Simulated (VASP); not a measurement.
# CaMg6Fe (Amm2) in VASP: reference runs

Reference runs on CaMg6Fe: the cell as given and a disturbed copy.

Program: VASP 6.6.1. These are calculated values, not measurements. Logs are shortened: lines on timing, memory, paths and dates and some standing lists are left out, and cuts for length are marked.

## Step 1: The crystal as given

It takes space group Amm2 (No. 38, orthorhombic). The conventional cell has a = 5.062 Å, b = 6.500 Å, c = 11.156 Å, α = 90.00°, β = 90.00°, γ = 90.00°. Fe (site symmetry mm2) has 10 Mg at 3.04 to 3.36 Å and 2 Ca at 3.25 Å as nearest neighbours. Ca (site symmetry mm2) has 10 Mg at 3.19 to 3.24 Å and 2 Fe at 3.25 Å as nearest neighbours. Mg (site symmetry mm2) is surrounded by 10 Mg at 3.04 to 3.42 Å and 2 Fe at 3.15 Å. Mg (site symmetry mm2) is surrounded by 10 Mg at 3.12 to 3.33 Å and 2 Ca at 3.19 Å. Mg (site symmetry m) has 7 Mg at 2.98 to 3.42 Å and 2 Fe at 3.04 Å and 2 Ca at 3.21 Å as nearest neighbours. Around Mg (site symmetry m) lie 2 Fe at 3.10 to 3.36 Å and 8 Mg at 3.12 to 3.31 Å and 2 Ca at 3.22 to 3.24 Å.

The cell comes from a database or a generator and needn't be the stable form of this composition.

## Step 2: Single point, PBE, collinear spin, ferromagnetic start (atoms moved at random, drawn with an rms of 0.05 Å)

File INCAR:

```
PREC     = Accurate       # precision mode
ENCUT    = 520            # plane-wave cutoff, eV
EDIFF    = 1E-7           # SCF threshold, eV
ISMEAR   = -1             # smearing method
SIGMA    = 0.05           # smearing width, eV
LREAL    = False          # projectors in reciprocal space
LASPH    = True           # aspherical terms in the spheres
NELM     = 120            # most SCF steps
ALGO     = Normal         # electronic algorithm
ISIF     = 2              # what is computed and relaxed
LWAVE    = False          # write WAVECAR
LCHARG   = False          # write CHGCAR
ISPIN    = 2              # spin polarisation
MAGMOM   = 3 0 0 0 0 0 0 0 # initial moments
LORBIT   = 11             # projections on sites
LMAXMIX  = 4              # l up to which the mixer works
GGA      = PE             # functional
NBANDS   = 29             # bands
```

File KPOINTS:

```
Automatic mesh
0
Gamma
  5 5 5
```

File POSCAR:

```
CaMg6Fe
1.0
    5.0622820000      0.0000000000      0.0000000000
    0.0000000000      3.2499695000      5.5779345000
    0.0000000000     -3.2499695000      5.5779345000
Fe Ca Mg
1 1 6
Direct
    0.0072450000      0.3434620000      0.3433690000
    0.0129190000      0.8377590000      0.8243300000
    0.5050810000      0.1768570000      0.1759870000
    0.4977700000      0.6587660000      0.6594930000
    0.4990250000      0.1851320000      0.6379530000
    0.5005090000      0.6480990000      0.1811370000
   -0.0060590000      0.3350990000      0.8218510000
   -0.0166380000      0.8296200000      0.3368710000
```

Potentials or basis: VASP PAW PBE potentials, release 64 (Fe, Ca_sv, Mg).

Run with:

```console
> cat potpaw_PBE.64/Fe/POTCAR potpaw_PBE.64/Ca_sv/POTCAR potpaw_PBE.64/Mg/POTCAR > POTCAR
> mpirun -np 1 vasp_std > vasp.out
```

OUTCAR:

```text
PREC = Accurate
   ENCUT = 520
   EDIFF = 1E-7
   ISMEAR = -1
   LREAL = False
   LASPH = True
   NELM = 120
   ISIF = 2
   ISPIN = 2
   LORBIT = 11
   GGA = PE

 ion  position               nearest neighbor table
   1  0.007  0.343  0.343-   5 2.99   6 3.03   5 3.06   7 3.06   6 3.08   8 3.12   3 3.13   3 3.15
                             8 3.34
   2  0.013  0.838  0.824-   4 3.12   5 3.14   8 3.18   6 3.18   7 3.20   4 3.24   5 3.25   7 3.25
                             6 3.28   8 3.29
   3  0.505  0.177  0.176-   5 3.01   6 3.06   8 3.11   1 3.13   1 3.15   7 3.18   4 3.25   4 3.26
                             7 3.27   8 3.28   6 3.40   5 3.45
   4  0.498  0.659  0.659-   8 3.05   7 3.10   2 3.12   6 3.12   5 3.13   7 3.13   8 3.17   2 3.24
                             3 3.25   3 3.26   5 3.33   6 3.33
   5  0.499  0.185  0.638-   6 2.99   1 2.99   3 3.01   1 3.06   7 3.12   4 3.13   2 3.14   7 3.17
                             2 3.25   4 3.33   3 3.45   6 3.51
   6  0.501  0.648  0.181-   5 2.99   1 3.03   3 3.06   1 3.08   8 3.09   4 3.12   2 3.18   8 3.22
                             2 3.28   4 3.33   3 3.40   5 3.51
   7  0.994  0.335  0.822-   1 3.06   4 3.10   5 3.12   4 3.13   5 3.17   3 3.18   8 3.18   2 3.20
                             2 3.25   3 3.27   8 3.32
   8  0.983  0.830  0.337-   4 3.05   6 3.09   3 3.11   1 3.12   4 3.17   2 3.18   7 3.18   6 3.22
                             3 3.28   2 3.29   7 3.32   1 3.34

  LATTYP: Found a base centered orthorhombic cell.
 ALAT       =     6.4999390000
 B/A-ratio  =     1.7163036453
 C/A-ratio  =     0.7788199243

  Lattice vectors:

 A1 = (   0.0000000000,   3.2499695000,  -5.5779345000)
 A2 = (   0.0000000000,   3.2499695000,   5.5779345000)
 A3 = (   5.0622820000,   0.0000000000,   0.0000000000)

Analysis of symmetry for initial positions (statically):
=====================================================================
 Subroutine PRICEL returns:
 Original cell was already a primitive cell.

 Routine SETGRP: Setting up the symmetry group for a
 base centered orthorhombic supercell.

 Subroutine GETGRP returns: Found  1 space group operations
 (whereof  1 operations were pure point group operations)
 out of a pool of  8 trial point group operations.

The static configuration has the point symmetry C_1 .

Analysis of symmetry for dynamics (positions and initial velocities):
=====================================================================
 Subroutine PRICEL returns:
 Original cell was already a primitive cell.

 Routine SETGRP: Setting up the symmetry group for a
 base centered orthorhombic supercell.

 Subroutine GETGRP returns: Found  1 space group operations
 (whereof  1 operations were pure point group operations)
 out of a pool of  8 trial point group operations.

The dynamic configuration has the point symmetry C_1 .

Analysis of structural, dynamic, and magnetic symmetry:
=====================================================================
 Subroutine PRICEL returns:
 Original cell was already a primitive cell.

 Routine SETGRP: Setting up the symmetry group for a
 base centered orthorhombic supercell.

 Subroutine GETGRP returns: Found  1 space group operations
 (whereof  1 operations were pure point group operations)
 out of a pool of  8 trial point group operations.

The overall configuration has the point symmetry C_1 .

 Subroutine INISYM returns: Found  1 space group operations
 (whereof  1 operations are pure point group operations),
 and found     1 'primitive' translations

----------------------------------------------------------------------------------------

                                     Primitive cell

  volume of cell :     183.5393

  direct lattice vectors                    reciprocal lattice vectors
     5.062282000  0.000000000  0.000000000     0.197539371  0.000000000  0.000000000
     0.000000000  3.249969500  5.577934500     0.000000000  0.153847598  0.089638916
     0.000000000 -3.249969500  5.577934500     0.000000000 -0.153847598  0.089638916

  length of vectors
     5.062282000  6.455668442  6.455668442     0.197539371  0.178056784  0.178056784

  position of ions in fractional coordinates (direct lattice)
     0.007245000  0.343462000  0.343369000
     0.012919000  0.837759000  0.824330000
[... 77 lines left out ...]
   NGX,Y,Z   is equivalent  to a cutoff of  13.14, 12.36, 12.36 a.u.
   NGXF,Y,Z  is equivalent  to a cutoff of  26.27, 24.72, 24.72 a.u.
 SYSTEM =  unknown system
   PREC   = accura    normal or accurate (medium, high low for compatibility)
   ISTART =      0    job   : 0-new  1-cont  2-samecut
   ICHARG =      2    charge: 1-file 2-atom 10-const
   ISPIN  =      2    spin polarized calculation?
   LNONCOLLINEAR =      F non collinear calculations
   LSORBIT =      F    spin-orbit coupling
   LASPH  =      T    aspherical Exc in radial PAW
   ENCUT  =  520.0 eV  38.22 Ry    6.18 a.u.   9.41 12.00 12.00*2*pi/ulx,y,z
   NELM   =    120;   NELMIN=  2; NELMDL= -5     # of ELM steps
   EDIFF  = 0.1E-06   stopping-criterion for ELM
   LREAL  =      F    real-space projection
   EDIFFG = 0.1E-05   stopping-criterion for IOM
   NSW    =      0    number of steps for IOM
   IBRION =     -1    ionic relax: 0-MD 1-quasi-New 2-CG
   NFREE  =      0    steps in history (QN), initial steepest desc. (CG)
   ISIF   =      2    stress and relaxation
   ISYM   =      2    0-nonsym 1-usesym 2-fastsym
   POTIM  = 0.5000    time-step for ionic-motion
   TEBEG  =    0.0;   TEEND  =   0.0 temperature during run
   PSTRESS=    0.0 pullay stress
   NELECT =      30.0000    total number of electrons
   NUPDOWN=      -1.0000    fix difference up-down
   EMIN   =  10.00;   EMAX   =-10.00  energy-range for DOS
   EFERMI =   0.00;   METHOD = LEGACY
   ISMEAR =    -1;   SIGMA  =   0.05  broadening in eV -4-tet -1-fermi 0-gaus
   EFERMI_NEDOS =   21; number of points for ismear=-14 and -15
   IALGO  =     38    algorithm
   IMIX   =      4    mixing-type and parameters
     AMIX     =   0.40;   BMIX     =  1.00
     AMIX_MAG =   1.60;   BMIX_MAG =  1.00
  volume/ion in A,a.u.               =      22.94       154.82
  Fermi-wavevector in a.u.,A,eV,Ry     =   0.895101  1.691496 10.901077  0.801207
  Thomas-Fermi vector in A             =   2.017391
   LORBIT       =     11    0 simple, 1 ext, 2 COOP (PROOUT), +10 PAW based schemes
   GGA     = PE    functional components
   LHFCALC =     F    Hartree Fock is set to
   AEXX    =    0.0000 exact exchange contribution
   IVDW    =     0    specifies the selected vdW correction
   LEPSILON=     F    determine dielectric tensor
   LRPA    =     F    only Hartree local field effects (RPA)
 spin polarized calculation
  energy-cutoff  :      520.00
  volume of cell :      183.54
 maximum number of plane-waves:      4958
 NGX is ok and might be reduce to    40
   NGX = 19   NGY = 25   NGZ = 25

 number of electron      30.0000006 magnetization       2.7136798

 Free energy of the ion-electron system (eV)
  ---------------------------------------------------
  ext. energy  EPLUGINS =         0.00000000
  ---------------------------------------------------
  free energy    TOTEN  =       -17.74607012 eV

  energy without entropy =      -17.69566593  energy(sigma->0) =      -17.72086802

 E-fermi :   2.6915     XC(G=0):  -8.7988

 val. band max:        2.6910825410   @ k =  -0.4000  -0.0000  -0.2000
 cond. band min:       2.6923260649   @ k =   0.0000   0.4000   0.0000
 fundamental gap:      0.0012435238
 Fermi energy:         2.6915262274

 spin component 1

 k-point     1 :       0.0000    0.0000    0.0000
  band No.  band energies     occupation
      1     -38.2684      1.00000
      2     -19.3685      1.00000
      3     -19.3533      1.00000
      4     -19.2728      1.00000
      5      -3.8392      1.00000
      6      -0.3110      1.00000
[... 709 lines left out ...]
     26       6.5497      0.00000
     27       6.9928      0.00000

 [... further k-points ...]

 spin component 2

 k-point     1 :       0.0000    0.0000    0.0000
  band No.  band energies     occupation
      1     -38.2808      1.00000
      2     -19.3707      1.00000
      3     -19.3572      1.00000
      4     -19.3093      1.00000
      5      -3.8208      1.00000
      6       0.2590      1.00000
[... 709 lines left out ...]
     26       6.5197      0.00000
     27       6.9804      0.00000

 [... further k-points ...]

 [bands above 27 left out]

------------------------ aborting loop because EDIFF is reached ----------------------------------------

  FORCE on cell =-STRESS in cart. coord.  units (eV):
  Direction    XX          YY          ZZ          XY          YZ          ZX
  --------------------------------------------------------------------------------------
  -------------------------------------------------------------------------------------
  Total        0.4002330     -0.7468262      0.2772083      0.0385473      0.0150671     -0.1133745
  in kB        3.4937711     -6.5193020      2.4198462      0.3364922      0.1315261     -0.9896847
  external PRESSURE =      -0.2018949 kB  Pullay stress =       0.0000000 kB

 VOLUME and BASIS-vectors are now :
 -----------------------------------------------------------------------------
  energy-cutoff  :      520.00
  volume of cell :      183.54
      direct lattice vectors                 reciprocal lattice vectors
     5.062282000  0.000000000  0.000000000     0.197539371  0.000000000  0.000000000
     0.000000000  3.249969500  5.577934500     0.000000000  0.153847598  0.089638916
     0.000000000 -3.249969500  5.577934500     0.000000000 -0.153847598  0.089638916

 POSITION                                       TOTAL-FORCE (eV/Angst)
 -----------------------------------------------------------------------------------
      0.03668      0.00030      3.83110        -0.051144      0.038525      0.097717
      0.06540      0.04364      9.27102        -0.374866     -0.165140      0.150478
      2.55686      0.00283      1.96814        -0.149911      0.044624     -0.058354
      2.51985     -0.00236      7.35316         0.032605     -0.013497     -0.053704
      2.52621     -1.47165      4.59111         0.121510     -0.000153      0.030486
      2.53372      1.51761      4.62542         0.028363     -0.004172     -0.061891
      5.03161     -1.58193      6.45339         0.103456      0.002593      0.049099
      4.97806      1.60142      6.50661         0.289987      0.097220     -0.153831
 -----------------------------------------------------------------------------------
    total drift:                               -0.000145     -0.000042     -0.000216

  FREE ENERGIE OF THE ION-ELECTRON SYSTEM (eV)
  ---------------------------------------------------
  free  energy   TOTEN  =       -17.7460701192 eV

  energy  without entropy=      -17.6956659308  energy(sigma->0) =      -17.72086802

 total charge

# of ion       s       p       d       tot
------------------------------------------
    1        0.389   0.221   6.093   6.703
    2        2.072   5.853   0.269   8.193
    3        0.199   0.117   0.012   0.328
    4        0.231   0.129   0.011   0.370
    5        0.219   0.131   0.012   0.362
    6        0.218   0.128   0.012   0.358
    7        0.215   0.129   0.011   0.355
    8        0.215   0.130   0.011   0.356
--------------------------------------------------
tot          3.757   6.838   6.430  17.025

 magnetization (x)

# of ion       s       p       d       tot
------------------------------------------
    1        0.037   0.017   2.772   2.826
    2       -0.003  -0.000  -0.012  -0.015
    3       -0.007  -0.003  -0.000  -0.010
    4        0.001   0.008   0.000   0.009
    5       -0.004  -0.006  -0.001  -0.011
    6       -0.004  -0.006  -0.001  -0.010
    7       -0.001  -0.005  -0.000  -0.006
    8       -0.001  -0.005  -0.000  -0.005
--------------------------------------------------
tot          0.018   0.001   2.759   2.778
```

Wall time 8.9 min (1 thread of Intel Xeon 6975P-C (Granite Rapids), shared host); peak memory 0.74 GiB.

What came out:

* Free energy: -17.7461 eV
* Pressure: 0.0 GPa
* Largest force: 0.436 eV/Å
* Band gap on the k mesh: none (metal or under the smearing width)
* Net moment: 2.71 μB per cell
* Site moments: Fe +2.83; Ca -0.01; Mg -0.01, +0.01 μB
* Valence electrons inside the program's atomic spheres: Fe 6.70; Ca 8.19; Mg 0.33, 0.37, 0.36, 0.35

Forces on the atoms (eV/Å):
```
Fe  -0.051  0.039  0.098
Ca  -0.375 -0.165  0.150
Mg  -0.150  0.045 -0.058
Mg   0.033 -0.013 -0.054
Mg   0.122  0.000  0.030
Mg   0.028 -0.004 -0.062
Mg   0.103  0.003  0.049
Mg   0.290  0.097 -0.154
```

## Step 3: Single point, PBE, collinear spin, ferromagnetic start

INCAR is that of step 2.

KPOINTS is that of step 2.

File POSCAR:

```
CaMg6Fe
1.0
    5.0622820000      0.0000000000      0.0000000000
    0.0000000000      3.2499695000      5.5779345000
    0.0000000000     -3.2499695000      5.5779345000
Fe Ca Mg
1 1 6
Direct
    0.0000000000      0.3432590000      0.3432590000
    0.0000000000      0.8339430000      0.8339430000
    0.5000000000      0.1749960000      0.1749960000
    0.5000000000      0.6596430000      0.6596430000
    0.5000000000      0.1836070000      0.6416110000
    0.5000000000      0.6416110000      0.1836070000
    0.0000000000      0.3357710000      0.8271730000
    0.0000000000      0.8271730000      0.3357710000
```

Potentials or basis: VASP PAW PBE potentials, release 64 (Fe, Ca_sv, Mg).

Run with:

```console
> cat potpaw_PBE.64/Fe/POTCAR potpaw_PBE.64/Ca_sv/POTCAR potpaw_PBE.64/Mg/POTCAR > POTCAR
> mpirun -np 1 vasp_std > vasp.out
```

OUTCAR:

```text
PREC = Accurate
   ENCUT = 520
   EDIFF = 1E-7
   ISMEAR = -1
   LREAL = False
   LASPH = True
   NELM = 120
   ISIF = 2
   ISPIN = 2
   LORBIT = 11
   GGA = PE

 ion  position               nearest neighbor table
   1  0.000  0.343  0.343-   5 3.04   6 3.04   5 3.04   6 3.04   7 3.10   8 3.10   3 3.15   3 3.15
                             8 3.36   7 3.36
   2  0.000  0.834  0.834-   4 3.19   4 3.19   6 3.21   5 3.21   5 3.21   6 3.21   7 3.22   8 3.22
                             8 3.24   7 3.24
   3  0.500  0.175  0.175-   5 3.04   6 3.04   1 3.15   1 3.15   8 3.20   7 3.20   7 3.20   8 3.20
                             4 3.25   4 3.25   6 3.42   5 3.42
   4  0.500  0.660  0.660-   7 3.12   8 3.12   7 3.12   8 3.12   5 3.13   6 3.13   2 3.19   2 3.19
                             3 3.25   3 3.25   5 3.33   6 3.33
[... 1705 lines left out ...]
      0.00000     -1.59704      6.48683         0.000000      0.005293     -0.005140
      0.00000      1.59704      6.48683         0.000000     -0.005293     -0.005140
 -----------------------------------------------------------------------------------
    total drift:                               -0.000000      0.000000     -0.000335

  FREE ENERGIE OF THE ION-ELECTRON SYSTEM (eV)
  ---------------------------------------------------
  free  energy   TOTEN  =       -17.7848938466 eV

  energy  without entropy=      -17.7342427417  energy(sigma->0) =      -17.75956829

 total charge

# of ion       s       p       d       tot
------------------------------------------
    1        0.389   0.221   6.092   6.702
    2        2.072   5.853   0.268   8.192
    3        0.199   0.117   0.012   0.328
    4        0.230   0.128   0.011   0.368
    5        0.218   0.130   0.012   0.360
    6        0.218   0.130   0.012   0.360
    7        0.215   0.129   0.011   0.355
    8        0.215   0.129   0.011   0.355
--------------------------------------------------
tot          3.755   6.836   6.429  17.020

 magnetization (x)

# of ion       s       p       d       tot
------------------------------------------
    1        0.037   0.017   2.774   2.827
    2       -0.003  -0.000  -0.012  -0.015
    3       -0.007  -0.003  -0.000  -0.010
    4        0.001   0.008   0.000   0.009
    5       -0.004  -0.006  -0.001  -0.011
    6       -0.004  -0.006  -0.001  -0.011
    7       -0.001  -0.004  -0.000  -0.005
    8       -0.001  -0.004  -0.000  -0.005
--------------------------------------------------
tot          0.018   0.001   2.760   2.779
```

OSZICAR:

```text
N       E                     dE             d eps       ncg     rms          rms(c)
DAV:   1     0.141243733008E+03    0.14124E+03   -0.10934E+04  3132   0.840E+02
DAV:   2    -0.105524566123E+02   -0.15180E+03   -0.14026E+03  3147   0.201E+02
[... 13 lines left out ...]
DAV:  16    -0.177848917164E+02   -0.55143E-04   -0.58507E-04  4787   0.117E-01    0.670E-02
DAV:  17    -0.177849001350E+02   -0.84187E-05   -0.56705E-05  4521   0.359E-02    0.449E-02
DAV:  18    -0.177848944844E+02    0.56506E-05   -0.28400E-05  4663   0.359E-02    0.158E-02
DAV:  19    -0.177848941153E+02    0.36904E-06   -0.99311E-06  4617   0.236E-02    0.118E-02
DAV:  20    -0.177848939110E+02    0.20431E-06   -0.38630E-06  4660   0.121E-02    0.501E-03
DAV:  21    -0.177848938466E+02    0.64396E-07   -0.85064E-07  3460   0.460E-03
   1 F= -.17784894E+02 E0= -.17759568E+02  d E =-.506511E-01  mag=     2.7160
```

It took 7.6 min on 1 thread of AMD EPYC 7R43 (Zen 3), shared host; peak memory 0.48 GiB.

What came out:

| Item | Value |
| --- | --- |
| Free energy | -17.7849 eV |
| Pressure | -0.1 GPa |
| Largest force | 0.098 eV/Å |
| Band gap on the k mesh | none (metal or under the smearing width) |
| Net moment | 2.72 μB per cell |
| Site moments | Fe +2.83; Ca -0.01; Mg -0.01, +0.01 μB |
| Valence electrons inside the program's atomic spheres | Fe 6.70; Ca 8.19; Mg 0.33, 0.37, 0.36, 0.35 |

Forces on the atoms (eV/Å):
```
Fe   0.000  0.000  0.098
Ca   0.000  0.000  0.012
Mg   0.000  0.000 -0.048
Mg   0.000  0.000 -0.035
Mg   0.000 -0.003 -0.008
Mg   0.000  0.003 -0.008
Mg   0.000  0.005 -0.005
Mg   0.000 -0.005 -0.005
```

Levels at points of the mesh, in eV from the Fermi level:
Spin up:
| k point | band 15 | band 16 | band 17 | band 18 | band 19 | band 20 |
| --- | --- | --- | --- | --- | --- | --- |
| (0.00, 0.00, 0.00) | -1.40 | -1.30 | -0.95 | 0.04 | 1.59 | 2.19 |
Spin down:
```csv
k point,band 12,band 13,band 14,band 15,band 16,band 17
"(0.00, 0.00, 0.00)",-0.97,-0.83,-0.44,0.11,0.34,0.35
```
